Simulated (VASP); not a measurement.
These are AM05 GGA, VASP's PBE PAW potentials (set 64) (plane waves; VASP) values and carry that method's errors.

A VASP calculation is set up with these files.

**INCAR**
```
SIGMA = 0.05   ! width (eV)
LWAVE = .FALSE.
ENCUT = 520   ! plane-wave cut-off (eV)
ALGO = Normal   ! blocked Davidson
EDIFFG = -0.01
NSW = 60   ! most ionic steps
GGA = AM   ! AM05
LREAL = .FALSE.
ISMEAR = 0   ! Gaussian
PREC = Accurate
LASPH = .TRUE.   ! aspherical one-centre terms
SYSTEM = KF
NELM = 100
LCHARG = .FALSE.
ISIF = 3
IBRION = 2   ! conjugate gradients
EDIFF = 1E-6   ! SCF stop (eV)
```

POSCAR:
```
KF
1.0
  0.0000000000   2.6750000000   2.6750000000
  2.6750000000   0.0000000000   2.6750000000
  2.6750000000   2.6750000000   0.0000000000
K F
1 1
Cartesian
  0.0000000000   0.0000000000   0.0000000000
  2.6750000000   2.6750000000   2.6750000000
```

**KPOINTS**
```
Regular mesh
0
Gamma
  8 8 8
0 0 0
```

POTCAR, in this order: K_sv F (PBE.64 set). Program: vasp_std.

Q: What does the run give for the energy per atom (σ→0), volume per atom, band gap (on the k-mesh)?

A: 
```yaml
energy per atom (σ→0): -397.1 kJ/mol-atom
band gap (on the k-mesh): 6.17 eV
volume_per_atom: 19.42 Å^3/atom
```

### OSZICAR
```
...
DAV:   1    -0.823735413683E+01   -0.64309E-02   -0.12484E-01   784   0.405E+00    0.608E-01
DAV:   2    -0.823176501124E+01    0.55891E-02   -0.23703E-02   784   0.152E+00    0.154E-01
DAV:   3    -0.823114671091E+01    0.61830E-03   -0.11173E-03  1016   0.376E-01    0.109E-01
DAV:   4    -0.823105070763E+01    0.96003E-04   -0.38957E-04  1236   0.160E-01    0.894E-02
DAV:   5    -0.823106322779E+01   -0.12520E-04   -0.26985E-05  1124   0.386E-02    0.154E-02
DAV:   6    -0.823106365024E+01   -0.42245E-06   -0.12019E-05  1248   0.262E-02    0.332E-03
DAV:   7    -0.823106302297E+01    0.62726E-06   -0.23127E-07   560   0.531E-03
   3 F= -.82310630E+01 E0= -.82310630E+01  d E =-.735041E-03
```

The compound is KF in the rock salt structure. This run relaxes it. Symmetry was kept, so distortions that lower it aren't found.
